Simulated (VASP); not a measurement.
Consider the following.

```xyz
1
Lattice="-1.6159 1.6159 2.4882 1.6159 -1.6159 2.4882 1.6159 1.6159 -2.4882" Properties=species:S:1:pos:R:3 pbc="T T T"
In     0.0000     0.0000     0.0000
```

All values below come from PBE GGA with D3 dispersion (Becke-Johnson damping), VASP's PBE PAW potentials (set 64) (plane waves; VASP). Settings: 520 eV cut-off, Gaussian smearing of 0.050 eV, potentials In_d.

Question: Give the energies of bands 6 to 9 at the high-symmetry points, in eV from the Fermi level.

Answer: 
```
band      Γ      X      P      N      M      S      R
----  -----  -----  -----  -----  -----  -----  -----
6     -9.60  -1.94  -1.17  -4.31  -3.06  -2.55  -1.68
7     10.59  -1.57  -0.07  -3.41  -2.77  -1.29  -0.21
8     10.59   3.45  -0.07   7.41   4.86  -0.56   0.07
9     10.79   3.95   1.77   9.32   4.86   6.30   1.31
```

It has no gap at this level: it comes out as a metal or semimetal.

The compound is In in the bct structure. It was relaxed first.
